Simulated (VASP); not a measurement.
Output of a VASP run:

File OUTCAR:
```
 ion  position               nearest neighbor table
   1  0.000  0.000  0.000-
  LATTYP: Found a body centered cubic cell.
 ALAT       =     3.8565820000
 Subroutine PRICEL returns:
 Original cell was already a primitive cell.
 Subroutine GETGRP returns: Found 48 space group operations
The static configuration has the point symmetry O_h .
The dynamic configuration has the point symmetry O_h .
 Subroutine INISYM returns: Found 48 space group operations
 Subroutine IBZKPT returns following result:
 Found     47 irreducible k-points:

 Following reciprocal coordinates:
            Coordinates               Weight
  0.000000  0.000000  0.000000      1.000000
  0.100000  0.000000  0.000000     12.000000
  0.200000  0.000000  0.000000     12.000000
  0.300000  0.000000  0.000000     12.000000
  0.400000  0.000000  0.000000     12.000000
  0.500000  0.000000  0.000000      6.000000
  0.100000  0.100000  0.000000     24.000000
  0.200000  0.100000  0.000000     48.000000
  0.300000  0.100000  0.000000     48.000000
  0.400000  0.100000 -0.000000     48.000000
  0.200000  0.200000  0.000000     24.000000
  0.300000  0.200000 -0.000000     48.000000
  0.400000  0.200000  0.000000     24.000000
  0.300000  0.300000  0.000000     24.000000
  0.100000  0.100000  0.100000      8.000000
  0.200000  0.100000  0.100000     24.000000
  0.300000  0.100000  0.100000     24.000000
  0.400000  0.100000  0.100000     12.000000
 -0.100000  0.100000  0.100000      6.000000
  0.200000  0.200000  0.100000     24.000000
  0.300000  0.200000  0.100000     48.000000
 -0.200000  0.200000  0.100000     24.000000
  0.300000  0.300000  0.100000      8.000000
 -0.300000  0.300000  0.100000     24.000000
 -0.200000  0.300000  0.100000     24.000000
 -0.400000  0.400000  0.100000     24.000000
 -0.300000  0.400000  0.100000     48.000000
  0.500000  0.500000  0.100000     12.000000
 -0.400000  0.500000  0.100000     48.000000
 -0.300000  0.500000  0.100000     24.000000
 -0.400000 -0.400000  0.100000     24.000000
  0.200000  0.200000  0.200000      8.000000
  0.300000  0.200000  0.200000     12.000000
 -0.200000  0.200000  0.200000      6.000000
 -0.300000  0.300000  0.200000     24.000000
 -0.400000  0.400000  0.200000     24.000000
 -0.300000  0.400000  0.200000     24.000000
  0.500000  0.500000  0.200000     12.000000
 -0.400000  0.500000  0.200000     48.000000
 -0.400000 -0.400000  0.200000      8.000000
   k-points           NKPTS =     47   k-points in BZ     NKDIM =     47   number of bands    NBANDS=     10
   number of dos      NEDOS =    301   number of ions     NIONS =      1
   total plane-waves  NPLWV =   8000
   dimension x,y,z NGX =    20 NGY =   20 NGZ =   20
   dimension x,y,z NGXF=    40 NGYF=   40 NGZF=   40
   ions per type =               1
   PREC   = accura    normal or accurate (medium, high low for compatibility)
   ISTART =      0    job   : 0-new  1-cont  2-samecut
   ICHARG =      2    charge: 1-file 2-atom 10-const
   ISPIN  =      1    spin polarized calculation?
   LNONCOLLINEAR =      F non collinear calculations
   LSORBIT =      F    spin-orbit coupling
   INIWAV =      1    electr: 0-lowe 1-rand  2-diag
   ENCUT  =  300.0 eV  22.05 Ry    4.70 a.u.   4.72  4.72  4.72*2*pi/ulx,y,z
   NELM   =    100;   NELMIN=  2; NELMDL= -5     # of ELM steps
   EDIFF  = 0.1E-05   stopping-criterion for ELM
   LREAL  =      F    real-space projection
   NLSPLINE    = F    spline interpolate recip. space projectors
   LMAXMIX     =    4 max onsite mixed and CHGCAR
   VOSKOWN=      0    Vosko Wilk Nusair interpolation
   EDIFFG = 0.1E-04   stopping-criterion for IOM
   NSW    =      0    number of steps for IOM
   NBLOCK =      1;   KBLOCK =      1    inner block; outer block
   IBRION =     -1    ionic relax: 0-MD 1-quasi-New 2-CG
   NFREE  =      0    steps in history (QN), initial steepest desc. (CG)
...
```

**OSZICAR**
```
       N       E                     dE             d eps       ncg     rms          rms(c)
DAV:   1     0.251119448145E+02    0.25112E+02   -0.52308E+03  1132   0.716E+02
DAV:   2    -0.247661251125E+01   -0.27589E+02   -0.27188E+02   988   0.155E+02
DAV:   3    -0.268180206109E+01   -0.20519E+00   -0.20478E+00  1044   0.132E+01
DAV:   4    -0.268269821892E+01   -0.89616E-03   -0.89610E-03  1056   0.984E-01
DAV:   5    -0.268270736140E+01   -0.91425E-05   -0.91422E-05  1078   0.955E-02    0.223E+00
DAV:   6    -0.265230664564E+01    0.30401E-01   -0.57435E-02  1000   0.244E+00    0.157E+00
DAV:   7    -0.264663434361E+01    0.56723E-02   -0.17756E-02  1000   0.133E+00    0.665E-01
DAV:   8    -0.264619651220E+01    0.43783E-03   -0.45854E-04  1018   0.243E-01    0.313E-02
DAV:   9    -0.264619776979E+01   -0.12576E-05   -0.19356E-06  1040   0.166E-02    0.514E-03
DAV:  10    -0.264619871831E+01   -0.94852E-06   -0.78334E-07   638   0.110E-02
   1 F= -.26461987E+01 E0= -.26407619E+01  d E =-.108736E-01
```

**OUTCAR**
```
------------------------ aborting loop because EDIFF is reached ----------------------------------------
  FORCE on cell =-STRESS in cart. coord.  units (eV):
  Direction    XX          YY          ZZ          XY          YZ          ZX
  --------------------------------------------------------------------------------------
  Total       -0.1332062     -0.1332062     -0.1332062     -0.0000000     -0.0000000      0.0000000
  in kB       -7.4414446     -7.4414446     -7.4414446     -0.0000000     -0.0000000      0.0000000
  external PRESSURE =      -7.4414446 kB  Pullay stress =       0.0000000 kB
  volume of cell :       28.68
      direct lattice vectors                 reciprocal lattice vectors
    -1.928291000  1.928291000  1.928291000     0.000000000  0.259296963  0.259296963
     1.928291000 -1.928291000  1.928291000     0.259296963  0.000000000  0.259296963
     1.928291000  1.928291000 -1.928291000     0.259296963  0.259296963  0.000000000
 POSITION                                       TOTAL-FORCE (eV/Angst)
 -----------------------------------------------------------------------------------
      0.00000      0.00000      0.00000         0.000000      0.000000      0.000000
 -----------------------------------------------------------------------------------
    total drift:                                0.000000     -0.000000     -0.000000
  FREE ENERGIE OF THE ION-ELECTRON SYSTEM (eV)
  ---------------------------------------------------
  free  energy   TOTEN  =        -2.6461987183 eV

  energy  without entropy=       -2.6353251075  energy(sigma->0) =       -2.64076191
```
(Selected blocks of OUTCAR.)

POSCAR:
```
Tl
1
   -1.9282910000     1.9282910000     1.9282910000
    1.9282910000    -1.9282910000     1.9282910000
    1.9282910000     1.9282910000    -1.9282910000
Tl
1
Direct
  0.0000000000   0.0000000000   0.0000000000
```

Task: Reconstruct the remaining input files.

Result: One answer among several that fit: the input of the run itself, PBEsol GGA, plane waves, VASP's PBE PAW potentials (set 64).

**INCAR**
```
ALGO = Normal
EDIFF = 1E-6
ENCUT = 300
GGA = PS
ISIF = 2
ISMEAR = -1
LASPH = T
LCHARG = F
LMAXMIX = 4
LREAL = F
LWAVE = F
NELM = 100
PREC = Accurate
SIGMA = 0.1
SYSTEM = Tl
```

### KPOINTS
```
K-points
0
Gamma
10 10 10
```

POTCAR, in this order: Tl_d (PBE.64 set). Program: vasp_std.

At this cut-off the stress carries a Pulay error, which pulls relaxed volumes low.

The structure was generated: Tl was put into an ordered model structure, which need not be its known phase. The cell was not relaxed at this level. The run is one of a series of settings (GGA = PS, POTCAR Tl_d (PBE.64 set) against the base run), some of them coarse on purpose.
